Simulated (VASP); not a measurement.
Input:

```yaml
crystal:
  lattice:
    - [2.71992, 0.00000, 0.00000]
    - [-1.35996, 2.35552, 0.00000]
    - [0.00000, 0.00000, 27.95860]
  atoms:
    - { symbol: Tc, position: [0.66667, 0.33333, 0.38016] }
    - { symbol: Tc, position: [0.33333, 0.66667, 0.30770] }
    - { symbol: Tc, position: [0.66667, 0.33333, 0.53736] }
    - { symbol: Tc, position: [0.33333, 0.66667, 0.46264] }
    - { symbol: Tc, position: [0.66667, 0.33333, 0.69230] }
    - { symbol: Tc, position: [0.33333, 0.66667, 0.61984] }
```

These are PBEsol GGA, VASP's PBE PAW potentials (set 64) (plane waves; VASP 6.6.1) values and carry that method's errors. Run with PREC = Normal, 400 eV cut-off, 12×12×1 Γ-centred mesh, first-order Methfessel-Paxton smearing of 0.10 eV, potentials Tc_pv.

### Question
Predict the energy per atom (σ→0), band gap (on the k-mesh) with the smallest direct gap where there is one.

### Answer

- band gap (on the k-mesh) = none (metal, semimetal or under 0.01 eV)
- energy per atom (σ→0) = -10.925 eV/atom

The cell is a thin slab with vacuum, built from Tc (hcp): (001) face.
